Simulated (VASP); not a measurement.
Method: r2SCAN meta-GGA, VASP's PBE PAW potentials (set 64) (plane waves; VASP 6.6.1).

VASP input:

INCAR:
```
# general
SYSTEM   =  GaN
PREC     =  Accurate
ENCUT    =  520
LREAL    =  .FALSE.
LASPH    =  .TRUE.

# electronic loop
EDIFF    =  1E-7
NELM     =  100
ALGO     =  Normal
LMAXMIX  =  4
LMIXTAU  =  .TRUE.

# smearing
ISMEAR   =  0
SIGMA    =  0.05

# functional
METAGGA  =  R2SCAN

# ions
IBRION   =  2
NSW      =  30
ISIF     =  4
EDIFFG   =  -0.01

# output
LWAVE    =  .FALSE.
LCHARG   =  .FALSE.
```

File KPOINTS:
```
Automatic mesh
0
Gamma
10 10 5
0 0 0
```

POSCAR:
```
GaN
1.0
  1.5622757477  -2.7059409332   0.0000000000
  1.5622757477   2.7059409332   0.0000000000
  0.0000000000   0.0000000000   5.0861358057
Ga N
2 2
Cart
  1.5622757477  -0.9019821150   2.5437058965
  1.5622757477   0.9019821150   0.0006379937
  1.5622757477  -0.9019821150   4.4599031079
  1.5622757477   0.9019821150   1.9168352051
```

POTCAR, in this order: Ga_d N (PBE.64 set). Program: vasp_std.

Output

OSZICAR:
```
       N       E                     dE             d eps       ncg     rms          rms(c)
DAV:   1     0.257700420985E+03    0.25770E+03   -0.18896E+04  1970   0.320E+03
DAV:   2    -0.181988342259E+02   -0.27590E+03   -0.26639E+03  2074   0.544E+02
DAV:   3    -0.522983314442E+02   -0.34099E+02   -0.33780E+02  2100   0.159E+02
DAV:   4    -0.536592813511E+02   -0.13609E+01   -0.13577E+01  2582   0.334E+01
DAV:   5    -0.536815272052E+02   -0.22246E-01   -0.22146E-01  2082   0.381E+00    0.105E+01
DAV:   6    -0.447350226729E+02    0.89465E+01   -0.12235E+01  3350   0.616E+01    0.355E+00
DAV:   7    -0.431052142313E+02    0.16298E+01   -0.18423E+00  2024   0.120E+01    0.234E+00
DAV:   8    -0.458447619156E+02   -0.27395E+01   -0.20331E+00  2704   0.177E+01    0.221E+00
DAV:   9    -0.448060246371E+02    0.10387E+01   -0.56627E-01  2132   0.810E+00    0.778E-01
DAV:  10    -0.436883113354E+02    0.11177E+01   -0.35548E-01  2526   0.668E+00    0.121E-01
DAV:  11    -0.437074928132E+02   -0.19181E-01   -0.34513E-02  2088   0.192E+00    0.259E-01
DAV:  12    -0.437005908711E+02    0.69019E-02   -0.23908E-03  3092   0.779E-01    0.204E-01
DAV:  13    -0.437061999908E+02   -0.56091E-02   -0.47642E-03  2866   0.125E+00    0.141E-01
DAV:  14    -0.437078752453E+02   -0.16753E-02   -0.26187E-03  1884   0.494E-01    0.227E-01
DAV:  15    -0.437079335771E+02   -0.58332E-04   -0.25850E-04  2586   0.420E-01    0.169E-01
DAV:  16    -0.437084625909E+02   -0.52901E-03   -0.88762E-04  2596   0.602E-01    0.363E-02
DAV:  17    -0.437083985301E+02    0.64061E-04   -0.13795E-04  1962   0.102E-01    0.897E-03
DAV:  18    -0.437084074395E+02   -0.89093E-05   -0.28871E-06  2656   0.173E-02    0.627E-03
DAV:  19    -0.437084067480E+02    0.69148E-06   -0.18196E-07  1720   0.407E-03    0.596E-03
DAV:  20    -0.437084091642E+02   -0.24162E-05   -0.38557E-07  1640   0.764E-03    0.495E-03
DAV:  21    -0.437084268024E+02   -0.17638E-04   -0.72943E-06  3308   0.297E-02    0.156E-02
DAV:  22    -0.437084233573E+02    0.34452E-05   -0.12712E-06  2832   0.304E-02    0.142E-02
DAV:  23    -0.437084252299E+02   -0.18726E-05   -0.19920E-07  1250   0.903E-03    0.145E-02
DAV:  24    -0.437084255848E+02   -0.35496E-06   -0.10331E-07  1022   0.399E-03    0.137E-02
DAV:  25    -0.437084250952E+02    0.48958E-06   -0.33135E-08   978   0.187E-03    0.119E-02
DAV:  26    -0.437084260767E+02   -0.98141E-06   -0.23270E-07  1052   0.113E-02    0.544E-03
DAV:  27    -0.437084256441E+02    0.43257E-06   -0.54541E-07  1896   0.605E-03    0.175E-03
DAV:  28    -0.437084255292E+02    0.11492E-06   -0.25384E-08   960   0.481E-03    0.678E-04
DAV:  29    -0.437084260054E+02   -0.47628E-06   -0.24154E-08   954   0.384E-03    0.177E-04
DAV:  30    -0.437084259691E+02    0.36303E-07   -0.18253E-08   936   0.165E-03
   1 F= -.43708426E+02 E0= -.43708426E+02  d E =-.437084E+02
```

**OUTCAR**
```
------------------------ aborting loop because EDIFF is reached ----------------------------------------
  FORCE on cell =-STRESS in cart. coord.  units (eV):
  Direction    XX          YY          ZZ          XY          YZ          ZX
  --------------------------------------------------------------------------------------
  Total        3.7023007      3.7023006      3.7021117      0.0000000      0.0000000      0.0000000
  in kB      137.9393976    137.9393938    137.9323540      0.0000000      0.0000000      0.0000000
  external PRESSURE =     137.9370485 kB  Pullay stress =       0.0000000 kB
  volume of cell :       43.00
      direct lattice vectors                 reciprocal lattice vectors
     1.562275748 -2.705940933  0.000000000     0.320045933 -0.184778608  0.000000000
     1.562275748  2.705940933  0.000000000     0.320045933  0.184778608  0.000000000
     0.000000000  0.000000000  5.086135806     0.000000000  0.000000000  0.196612918
  FREE ENERGIE OF THE ION-ELECTRON SYSTEM (eV)
  ---------------------------------------------------
  free  energy   TOTEN  =       -43.7084259691 eV

  energy  without entropy=      -43.7084259691  energy(sigma->0) =      -43.70842597

 reached required accuracy - stopping structural energy minimisation
```
(Selected blocks of OUTCAR.)

The compound is GaN in the wurtzite structure. This cell is one point of a volume scan, at 0.94 of the reference volume.
